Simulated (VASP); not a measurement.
MgO (rock salt), at 0.96 of the tabulated volume:

```xyz
2
Lattice="0.0000 2.0766 2.0766 2.0766 0.0000 2.0766 2.0766 2.0766 0.0000" Properties=species:S:1:pos:R:3 pbc="T T T"
Mg     0.0000     0.0000     0.0000
O      2.0766     2.0766     2.0766
```

The lowest empty band near Γ, direction [100], from mBJ (TB09) with spin-orbit coupling in VASP (PAW); its two spin partners are averaged. The gap over the points computed is 7.19 eV, and the next band on that side lies 10.95 eV away at the edge.

Numerical set-up: 520 eV cut-off, 12×12×12 Γ-centred mesh, Gaussian smearing of 0.050 eV, potentials Mg O.

```
distance from the edge in k (1/Å)  distance in energy (meV)
---------------------------------  ------------------------
0.025                                                   5.6
0.035                                                  10.9
0.050                                                  22.3
0.070                                                  43.7
```

Task: Fit E(1 + αE) = ħ²k²/2m* (ħ²/2m0 = 3.810 eV Å²) and predict the row at 0.095 1/Å.

Result: The rows don't resolve α, so a parabola serves: the electron mass is m* = 0.427 m0, and so 80.5 meV. The run gave 80.1 meV, -0.4 meV from the fit.

Left out are points under 3 meV from the edge, since the levels carry 0.1 meV, and points farther than half the way to the next band.

The compound is MgO in the rock salt structure. The cell was not relaxed at this level.
